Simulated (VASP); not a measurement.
A VASP calculation is set up with these files.

**INCAR**
```
SYSTEM = GaAs
PREC = Accurate
ENCUT = 400
EDIFF = 1E-6
NELM = 60
ALGO = Normal
LREAL = .FALSE.
LASPH = .TRUE.
ISMEAR = 0
SIGMA = 0.05
GGA = PE
LMAXMIX = 4
LWAVE = .FALSE.
LCHARG = .FALSE.
ISIF = 2
IMIX = 1
AMIX = 1.5
BMIX = 0.0001
```

File KPOINTS:
```
Automatic mesh
0
Gamma
6 6 6
0 0 0
```

POSCAR:
```
GaAs
1
    0.0000000000     2.8250000000     2.8250000000
    2.8250000000     0.0000000000     2.8250000000
    2.8250000000     2.8250000000     0.0000000000
Ga As
1 1
Direct
  0.0000000000   0.0000000000   0.0000000000
  0.2500000000   0.2500000000   0.2500000000
```

POTCAR, in this order: Ga_d As (PBE.64 set). Program: vasp_std.

Output of the run:

File standard output:
```
...
DAV:  21    -0.921135380161E+04    0.48759E+03   -0.69797E+04   576   0.111E+03    0.287E+02
DAV:  22    -0.970188260240E+04   -0.49053E+03   -0.87021E+04   679   0.666E+02    0.286E+02
DAV:  23    -0.924449165596E+04    0.45739E+03   -0.70258E+04   576   0.113E+03    0.296E+02
DAV:  24    -0.972938830371E+04   -0.48490E+03   -0.87139E+04   694   0.666E+02    0.300E+02
DAV:  25    -0.928155885589E+04    0.44783E+03   -0.70685E+04   576   0.114E+03    0.299E+02
DAV:  26    -0.975935713127E+04   -0.47780E+03   -0.87325E+04   704   0.676E+02    0.298E+02
DAV:  27    -0.931712548086E+04    0.44223E+03   -0.71030E+04   576   0.113E+03    0.302E+02
DAV:  28    -0.973086754717E+04   -0.41374E+03   -0.86696E+04   689   0.675E+02    0.303E+02
DAV:  29    -0.925457392252E+04    0.47629E+03   -0.70299E+04   576   0.112E+03    0.298E+02
DAV:  30    -0.973973550897E+04   -0.48516E+03   -0.87089E+04   689   0.661E+02    0.296E+02
DAV:  31    -0.929995718368E+04    0.43978E+03   -0.70774E+04   576   0.113E+03    0.299E+02
DAV:  32    -0.976124403278E+04   -0.46129E+03   -0.87032E+04   689   0.674E+02    0.300E+02
DAV:  33    -0.930355365968E+04    0.45769E+03   -0.70814E+04   576   0.113E+03    0.302E+02
DAV:  34    -0.973780328710E+04   -0.43425E+03   -0.86968E+04   689   0.667E+02    0.303E+02
DAV:  35    -0.929313155079E+04    0.44467E+03   -0.70781E+04   576   0.113E+03    0.303E+02
DAV:  36    -0.974503081135E+04   -0.45190E+03   -0.87056E+04   679   0.675E+02    0.302E+02
DAV:  37    -0.926484793013E+04    0.48018E+03   -0.70397E+04   576   0.112E+03    0.299E+02
DAV:  38    -0.974293800906E+04   -0.47809E+03   -0.87067E+04   679   0.668E+02    0.298E+02
DAV:  39    -0.926413333065E+04    0.47880E+03   -0.70430E+04   576   0.113E+03    0.294E+02
DAV:  40    -0.973017409646E+04   -0.46604E+03   -0.87097E+04   694   0.667E+02    0.293E+02
DAV:  41    -0.927708281115E+04    0.45309E+03   -0.70521E+04   576   0.113E+03    0.294E+02
DAV:  42    -0.972770953277E+04   -0.45063E+03   -0.87215E+04   684   0.674E+02    0.294E+02
DAV:  43    -0.927128368248E+04    0.45643E+03   -0.70399E+04   576   0.113E+03    0.299E+02
DAV:  44    -0.972555997530E+04   -0.45428E+03   -0.87001E+04   689   0.675E+02    0.302E+02
DAV:  45    -0.927669032454E+04    0.44887E+03   -0.70629E+04   576   0.112E+03    0.300E+02
DAV:  46    -0.973247200592E+04   -0.45578E+03   -0.87293E+04   684   0.681E+02    0.299E+02
DAV:  47    -0.927549446613E+04    0.45698E+03   -0.70484E+04   576   0.112E+03    0.301E+02
DAV:  48    -0.971830300556E+04   -0.44281E+03   -0.86757E+04   679   0.673E+02    0.302E+02
DAV:  49    -0.921786033526E+04    0.50044E+03   -0.69922E+04   576   0.111E+03    0.301E+02
DAV:  50    -0.970047490408E+04   -0.48261E+03   -0.86679E+04   694   0.667E+02    0.301E+02
DAV:  51    -0.924195409810E+04    0.45852E+03   -0.70197E+04   576   0.113E+03    0.301E+02
DAV:  52    -0.971700865052E+04   -0.47505E+03   -0.86798E+04   699   0.669E+02    0.301E+02
DAV:  53    -0.927711236528E+04    0.43990E+03   -0.70790E+04   576   0.114E+03    0.307E+02
DAV:  54    -0.969565493534E+04   -0.41854E+03   -0.86938E+04   684   0.680E+02    0.308E+02
DAV:  55    -0.919541176562E+04    0.50024E+03   -0.69813E+04   576   0.112E+03    0.298E+02
DAV:  56    -0.966793238889E+04   -0.47252E+03   -0.86955E+04   684   0.662E+02    0.294E+02
DAV:  57    -0.921357355581E+04    0.45436E+03   -0.70008E+04   576   0.112E+03    0.295E+02
DAV:  58    -0.970323273294E+04   -0.48966E+03   -0.86551E+04   697   0.664E+02    0.296E+02
DAV:  59    -0.924835311067E+04    0.45488E+03   -0.70453E+04   576   0.113E+03    0.293E+02
DAV:  60    -0.973533621669E+04   -0.48698E+03   -0.86868E+04   694   0.656E+02

 -----------------------------------------------------------------------------
|                                                                             |
|           W    W    AA    RRRRR   N    N  II  N    N   GGGG   !!!           |
|           W    W   A  A   R    R  NN   N  II  NN   N  G    G  !!!           |
|           W    W  A    A  R    R  N N  N  II  N N  N  G       !!!           |
|           W WW W  AAAAAA  RRRRR   N  N N  II  N  N N  G  GGG   !            |
|           WW  WW  A    A  R   R   N   NN  II  N   NN  G    G                |
|           W    W  A    A  R    R  N    N  II  N    N   GGGG   !!!           |
|                                                                             |
|     The electronic self-consistency was not achieved in the given           |
|     number of steps (NELM). The forces and other quantities evaluated       |
|     might not be reliable so examine the results carefully. If you find     |
|     spurious results, we suggest increasing NELM, if you were close to      |
|     convergence or switching to a different ALGO or adjusting the           |
|     density mixing parameters otherwise.                                    |
|                                                                             |
 -----------------------------------------------------------------------------

   1 F= -.97353362E+04 E0= -.97353362E+04  d E =-.172005-166
```

OUTCAR:
```
------------------------ aborting loop EDIFF was not reached (unconverged)  ----------------------------
  FORCE on cell =-STRESS in cart. coord.  units (eV):
  Direction    XX          YY          ZZ          XY          YZ          ZX
  --------------------------------------------------------------------------------------
  Total     2761.8387548   2761.8387548   2761.8387548     -0.0000000      0.0000000     -0.0000000
  in kB    98134.9147896  98134.9147896  98134.9147896     -0.0000000      0.0000000     -0.0000000
  external PRESSURE =   98134.9147896 kB  Pullay stress =       0.0000000 kB
  volume of cell :       45.09
      direct lattice vectors                 reciprocal lattice vectors
     0.000000000  2.825000000  2.825000000    -0.176991150  0.176991150  0.176991150
     2.825000000  0.000000000  2.825000000     0.176991150 -0.176991150  0.176991150
     2.825000000  2.825000000  0.000000000     0.176991150  0.176991150 -0.176991150
  FREE ENERGIE OF THE ION-ELECTRON SYSTEM (eV)
  ---------------------------------------------------
  free  energy   TOTEN  =     -9735.3362166892 eV

  energy  without entropy=    -9735.3362166892  energy(sigma->0) =    -9735.33621669
```
(Selected blocks of OUTCAR.)

**Question.** Read input and log: which fault does this run have?
A. ISPIN is misspelt, so the run is not spin-polarised
B. simple mixing (IMIX = 1) with AMIX above 1 overshoots
C. EDIFF is too loose for the force threshold
D. NSW is too small for the relaxation to finish

**Answer.** B, simple mixing (IMIX = 1) with AMIX above 1 overshoots. Convergence was not reached. Against the sound run, the energy per atom (σ→0) decreases by 4863.556 eV/atom; the pressure increases by 9810.10 GPa; the band gap increases by 24.91 eV.

To mend it, remove IMIX, remove AMIX, remove BMIX.

The mended run (PBE GGA, plane waves, VASP's PBE PAW potentials (set 64)) converges, and its OSZICAR ends with
```
   1 F= -.82238594E+01 E0= -.82238594E+01  d E =-.140983E-10
```

The compound is GaAs in the zinc blende structure. The cell was not relaxed at this level.
